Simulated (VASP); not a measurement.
Energy against volume of KI (rock salt). These are RPBE GGA, VASP's PBE PAW potentials (set 64) (plane waves; VASP 6.6.1) values and carry that method's errors. Settings: 520 eV cut-off, 6×6×6 Γ-centred mesh, Gaussian smearing of 0.050 eV, potentials K_sv I.

```
V (Å³/atom)  E (eV/atom)
-----------  -----------
49.658          -2.63381
51.193          -2.63533
52.729          -2.63444
54.265          -2.63150
```

Question: Fit these four points and predict the energy of the run at 48.122 Å³/atom.

Answer: A cubic in V^(−2/3), the third-order Birch-Murnaghan form, passes through the four points with V0 = 51.35 Å³/atom and B0 = 8 GPa, and gives -2.6294 eV/atom there. The run gave -2.6295 eV/atom, -0.0 meV/atom from the fit; all five points give B0 = 8 GPa.

The compound is KI in the rock salt structure. It was relaxed first, which changed the volume by +16 %.
